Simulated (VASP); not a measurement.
# AlSn (P-6m2) in VASP: a series of runs

The runs below take AlSn through equation of state, with PBE, PBEsol.

Everything below comes from runs of VASP 6.6.1. Logs are shortened: lines on timing, memory, paths and dates and some standing lists are left out, and cuts for length are marked.

## Step 1: The structure

Symmetry: P-6m2, No. 187, hexagonal system. The conventional cell has a = 4.198 Å, b = 4.198 Å, c = 3.307 Å, α = 90.00°, β = 90.00°, γ = 120.00°. Around Sn (site symmetry -6m2) lie 6 Al at 2.93 Å and 2 Sn at 3.31 Å. Al (site symmetry -6m2) has 6 Sn at 2.93 Å and 2 Al at 3.31 Å as nearest neighbours.

The cell comes from a database or a generator and needn't be the stable form of this composition.

## Step 2: Equation of state, PBE, 23.72 Å³/atom (volume scaled by 0.94)

INCAR

```
PREC = Accurate
ENCUT = 520
EDIFF = 1E-7
ISMEAR = -1
SIGMA = 0.05
LREAL = F
LASPH = T
NELM = 60
ALGO = Normal
ISIF = 2
LWAVE = F
LCHARG = F
GGA = PE
NBANDS = 16
```

KPOINTS

```
regular mesh
0
Gamma
  7 7 8
```

POSCAR

```
AlSn
1.0
    4.1124059441      0.0000000000      0.0000000000
   -2.0562029720      3.5614480182      0.0000000000
    0.0000000000      0.0000000000      3.2393413848
Sn Al
1 1
Direct
    0.3333333333      0.6666666667      0.5000000000
    0.0000000000      0.0000000000      0.0000000000
```

Potentials or basis: VASP PAW PBE potentials, release 64 (Sn_d, Al).

The run is started by

```bash
$ cat potpaw_PBE.64/Sn_d/POTCAR potpaw_PBE.64/Al/POTCAR > POTCAR
$ mpirun -np 1 vasp_std > vasp.out
```

OUTCAR:

```text
PREC = Accurate
   ENCUT = 520
   EDIFF = 1E-7
   ISMEAR = -1
   LREAL = F
   LASPH = T
   NELM = 60
   ISIF = 2
   GGA = PE

 Found     40 irreducible k-points:

 Following reciprocal coordinates:
            Coordinates               Weight
  0.000000  0.000000  0.000000      1.000000
  0.142857  0.000000  0.000000      6.000000
  0.285714 -0.000000  0.000000      6.000000
  0.428571 -0.000000  0.000000      6.000000
  0.142857  0.142857  0.000000      6.000000
  0.285714  0.142857  0.000000     12.000000
   k-points           NKPTS =     40   k-points in BZ     NKDIM =     40   number of bands    NBANDS=     16
   number of dos      NEDOS =    301   number of ions     NIONS =      2
   total plane-waves  NPLWV =  24576
   dimension x,y,z NGX =    32 NGY =   32 NGZ =   24
   dimension x,y,z NGXF=    64 NGYF=   64 NGZF=   48
   ions per type =               1   1
   NGX,Y,Z   is equivalent  to a cutoff of  12.94, 12.94, 12.32 a.u.
   NGXF,Y,Z  is equivalent  to a cutoff of  25.87, 25.87, 24.63 a.u.
 SYSTEM =  unknown system
   PREC   = accura    normal or accurate (medium, high low for compatibility)
   ISTART =      0    job   : 0-new  1-cont  2-samecut
   ICHARG =      2    charge: 1-file 2-atom 10-const
   ISPIN  =      1    spin polarized calculation?
   LNONCOLLINEAR =      F non collinear calculations
   LSORBIT =      F    spin-orbit coupling
   LASPH  =      T    aspherical Exc in radial PAW
   ENCUT  =  520.0 eV  38.22 Ry    6.18 a.u.   7.65  7.65  6.02*2*pi/ulx,y,z
   NELM   =     60;   NELMIN=  2; NELMDL= -5     # of ELM steps
   EDIFF  = 0.1E-06   stopping-criterion for ELM
   LREAL  =      F    real-space projection
   EDIFFG = 0.1E-05   stopping-criterion for IOM
   NSW    =      0    number of steps for IOM
   IBRION =     -1    ionic relax: 0-MD 1-quasi-New 2-CG
   NFREE  =      0    steps in history (QN), initial steepest desc. (CG)
   ISIF   =      2    stress and relaxation
   ISYM   =      2    0-nonsym 1-usesym 2-fastsym
   POTIM  = 0.5000    time-step for ionic-motion
   TEBEG  =    0.0;   TEEND  =   0.0 temperature during run
   PSTRESS=    0.0 pullay stress
   NELECT =      17.0000    total number of electrons
   NUPDOWN=      -1.0000    fix difference up-down
   EMIN   =  10.00;   EMAX   =-10.00  energy-range for DOS
   EFERMI =   0.00;   METHOD = LEGACY
   ISMEAR =    -1;   SIGMA  =   0.05  broadening in eV -4-tet -1-fermi 0-gaus
   EFERMI_NEDOS =   21; number of points for ismear=-14 and -15
   IALGO  =     38    algorithm
   IMIX   =      4    mixing-type and parameters
     AMIX     =   0.40;   BMIX     =  1.00
     AMIX_MAG =   1.60;   BMIX_MAG =  1.00
  volume/ion in A,a.u.               =      23.72       160.08
  Fermi-wavevector in a.u.,A,eV,Ry     =   1.162781  2.197338 18.395898  1.352060
  Thomas-Fermi vector in A             =   2.299339
   LORBIT       =      0    0 simple, 1 ext, 2 COOP (PROOUT), +10 PAW based schemes
   GGA     = PE    functional components
   LHFCALC =     F    Hartree Fock is set to
   AEXX    =    0.0000 exact exchange contribution
   IVDW    =     0    specifies the selected vdW correction
   LEPSILON=     F    determine dielectric tensor
   LRPA    =     F    only Hartree local field effects (RPA)
 non-spin polarized calculation
  energy-cutoff  :      520.00
  volume of cell :       47.44
 maximum number of plane-waves:      1308
 NGX is ok and might be reduce to    32
   NGX = 15   NGY = 15   NGZ = 13

 number of electron      17.0000005 magnetization

 Free energy of the ion-electron system (eV)
  ---------------------------------------------------
  ext. energy  EPLUGINS =         0.00000000
  ---------------------------------------------------
  free energy    TOTEN  =        -7.16564086 eV

  energy without entropy =       -7.16006070  energy(sigma->0) =       -7.16285078

 E-fermi :   7.1054     XC(G=0):  -9.8189

 val. band max:        7.0740355986   @ k =   0.0000   0.0000   0.1250
 cond. band min:       7.1923453183   @ k =   0.4286   0.1429   0.5000
 fundamental gap:      0.1183097197
 Fermi energy:         7.1054342425

 k-point     1 :       0.0000    0.0000    0.0000
  band No.  band energies     occupation
      1     -14.3323      2.00000
      2     -14.2037      2.00000
      3     -14.2037      2.00000
      4     -14.1786      2.00000
      5     -14.1786      2.00000
      6      -3.7816      2.00000
[... 8 lines left out ...]
     15      19.4405      0.00000
     16      20.2088      0.00000

 k-point     2 :       0.1429    0.0000    0.0000
  band No.  band energies     occupation
      1     -14.3303      2.00000
      2     -14.2043      2.00000
      3     -14.1989      2.00000
      4     -14.1801      2.00000
      5     -14.1790      2.00000
      6      -3.5580      2.00000
[... 8 lines left out ...]
     15      17.7268      0.00000
     16      19.9507      0.00000

 k-point     3 :       0.2857   -0.0000    0.0000
  band No.  band energies     occupation
      1     -14.3260      2.00000
      2     -14.2057      2.00000
      3     -14.1882      2.00000
      4     -14.1835      2.00000
      5     -14.1799      2.00000
      6      -2.9117      2.00000
[... 8 lines left out ...]
     15      17.1198      0.00000
     16      18.8377      0.00000

 k-point     4 :       0.4286   -0.0000    0.0000
  band No.  band energies     occupation
      1     -14.3228      2.00000
      2     -14.2066      2.00000
      3     -14.1862      2.00000
      4     -14.1807      2.00000
      5     -14.1796      2.00000
      6      -2.0294      2.00000
[... 8 lines left out ...]
     15      16.8727      0.00000
     16      18.5439      0.00000

 k-point     5 :       0.1429    0.1429    0.0000
  band No.  band energies     occupation
      1     -14.3271      2.00000
      2     -14.2045      2.00000
      3     -14.1921      2.00000
      4     -14.1824      2.00000
      5     -14.1799      2.00000
      6      -3.1212      2.00000
[... 8 lines left out ...]
     15      16.6267      0.00000
     16      19.0444      0.00000

 k-point     6 :       0.2857    0.1429    0.0000
  band No.  band energies     occupation
      1     -14.3232      2.00000
      2     -14.2039      2.00000
      3     -14.1850      2.00000
      4     -14.1844      2.00000
      5     -14.1811      2.00000
      6      -2.3193      2.00000
[... 8 lines left out ...]
     15      17.1476      0.00000
     16      18.5108      0.00000

 [... further k-points ...]

------------------------ aborting loop because EDIFF is reached ----------------------------------------

  FORCE on cell =-STRESS in cart. coord.  units (eV):
  Direction    XX          YY          ZZ          XY          YZ          ZX
  --------------------------------------------------------------------------------------
  -------------------------------------------------------------------------------------
  Total        1.0190681      1.0190681      1.3939034      0.0000000     -0.0000000      0.0000000
  in kB       34.4139450     34.4139450     47.0721408      0.0000000     -0.0000000      0.0000000
  external PRESSURE =      38.6333436 kB  Pullay stress =       0.0000000 kB

 VOLUME and BASIS-vectors are now :
 -----------------------------------------------------------------------------
  energy-cutoff  :      520.00
  volume of cell :       47.44
      direct lattice vectors                 reciprocal lattice vectors
     4.112405944  0.000000000  0.000000000     0.243166656  0.140392334  0.000000000
    -2.056202972  3.561448018  0.000000000     0.000000000  0.280784668  0.000000000
     0.000000000  0.000000000  3.239341385     0.000000000  0.000000000  0.308704728

 POSITION                                       TOTAL-FORCE (eV/Angst)
 -----------------------------------------------------------------------------------
     -0.00000      2.37430      1.61967        -0.000000      0.000000      0.000000
      0.00000      0.00000      0.00000         0.000000     -0.000000      0.000000
 -----------------------------------------------------------------------------------
    total drift:                               -0.000000      0.000000     -0.000000

  FREE ENERGIE OF THE ION-ELECTRON SYSTEM (eV)
  ---------------------------------------------------
  free  energy   TOTEN  =        -7.1656408554 eV

  energy  without entropy=       -7.1600606991  energy(sigma->0) =       -7.16285078
```

It took 8.2 s on 1 thread of Intel Xeon 6975P-C (Granite Rapids), shared host; peak memory 0.17 GiB.

What came out:

```yaml
Free_energy: -7.1656 eV
Pressure: 3.9 GPa
Band_gap_on_the_k_mesh: none (metal or under the smearing width)
```

## Step 3: Equation of state, PBE, 24.23 Å³/atom (volume scaled by 0.96)

INCAR

```
PREC = Accurate ; ENCUT = 520
EDIFF = 1E-7 ; ISMEAR = -1
SIGMA = 0.05 ; LREAL = False
LASPH = True ; NELM = 100
ALGO = Normal ; ISIF = 2
LWAVE = False ; LCHARG = False
GGA = PE ; NBANDS = 16
```

KPOINTS

```
Automatic mesh
0
Gamma
  7 7 8
```

POSCAR

```
AlSn
1.0
    4.1413675035      0.0000000000      0.0000000000
   -2.0706837517      3.5865294644      0.0000000000
    0.0000000000      0.0000000000      3.2621543997
Sn Al
1 1
Direct
    0.3333333333      0.6666666667      0.5000000000
    0.0000000000      0.0000000000      0.0000000000
```

Potentials or basis: VASP PAW PBE potentials, release 64 (Sn_d, Al).

The run is started by

```bash
$ cat potpaw_PBE.64/Sn_d/POTCAR potpaw_PBE.64/Al/POTCAR > POTCAR
$ mpirun -np 1 vasp_std > vasp.out
```

Wall time 8.6 s (1 thread of Intel Xeon 6975P-C (Granite Rapids), shared host); peak memory 0.17 GiB.

It converged, with:

- Free energy: -7.1858 eV
- Pressure: 2.5 GPa
- Band gap on the k mesh: none (metal or under the smearing width)

## Step 4: Equation of state, PBE, 24.73 Å³/atom (volume scaled by 0.98)

INCAR

```
PREC = Accurate
ENCUT = 520
EDIFF = 1E-7
ISMEAR = -1
SIGMA = 0.05
LREAL = False
LASPH = True
NELM = 80
ALGO = Normal
ISIF = 2
LWAVE = False
LCHARG = False
GGA = PE
NBANDS = 16
```

KPOINTS

```
regular mesh
0
Gamma
  7 7 8
```

POSCAR

```
AlSn
1.0
    4.1699295613      0.0000000000      0.0000000000
   -2.0849647806      3.6112649320      0.0000000000
    0.0000000000      0.0000000000      3.2846527272
Sn Al
1 1
Direct
    0.3333333333      0.6666666667      0.5000000000
    0.0000000000      0.0000000000      0.0000000000
```

The run is started by

```bash
$ cat potpaw_PBE.64/Sn_d/POTCAR potpaw_PBE.64/Al/POTCAR > POTCAR
$ mpirun -np 1 vasp_std > vasp.out
```

Run time: 8.3 s. Hardware: 1 thread of Intel Xeon 6975P-C (Granite Rapids), shared host; peak memory 0.17 GiB.

The run converged. Its results:

```
Free energy            : -7.1979 eV
Pressure               : 1.3 GPa
Band gap on the k mesh : none (metal or under the smearing width)
```

(Continued in part 2 of 2.)
